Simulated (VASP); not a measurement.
Input of a VASP 6.6.1 run:

The input INCAR:

```
  PREC = Accurate
  ENCUT = 520
  EDIFF = 1E-7
  ISMEAR = 0
  SIGMA = 0.1
  LREAL = F
  LASPH = T
  NELM = 120
  ALGO = Normal
  ISIF = 3
  LWAVE = F
  LCHARG = F
  GGA = PE
  IBRION = 2
  NSW = 60
  EDIFFG = -0.005
  POTIM = 0.3
  KPAR = 4
```

Contents of KPOINTS:

```
Automatic mesh
0
Gamma
  8 8 8
```

File POSCAR:

```
Si2Sb2Te                                
1.0
    2.0274574249      1.1705530884      8.6101061414
   -2.0274574249      1.1705530884      8.6101061414
   -0.0000000000     -2.3411061768      8.6101061414
  Si              Sb              Te            
     2     2     1
Direct
     0.5979026248766581    0.5979026248766581    0.5979026248766581
     0.4020973751233422    0.4020973751233422    0.4020973751233422
     0.2111481333298959    0.2111481333298959    0.2111481333298959
     0.7888518666701041    0.7888518666701041    0.7888518666701041
     0.0000000000000000    0.0000000000000000    0.0000000000000000
```

Potentials or basis: VASP PAW PBE potentials, release 64 (Si, Sb, Te).

Launch:

```sh
$ cat potpaw_PBE.64/Si/POTCAR potpaw_PBE.64/Sb/POTCAR potpaw_PBE.64/Te/POTCAR > POTCAR
$ mpirun -np 4 vasp_std > vasp.out
```

**Question.** What does it give for the band gap on the k mesh?

**Answer.** None (metal or under the smearing width).

Final structure:
```
Si Sb Te
1.0
     2.02732    1.17047    8.61163
    -2.02732    1.17047    8.61163
     0.00000   -2.34095    8.61163
Si Sb Te
2 2 1
Direct
  0.59790 0.59790 0.59790
  0.40210 0.40210 0.40210
  0.21114 0.21114 0.21114
  0.78886 0.78886 0.78886
  0.00000 0.00000 0.00000
```

The run has no spin-orbit coupling, so splittings on Sb, Te are missing.
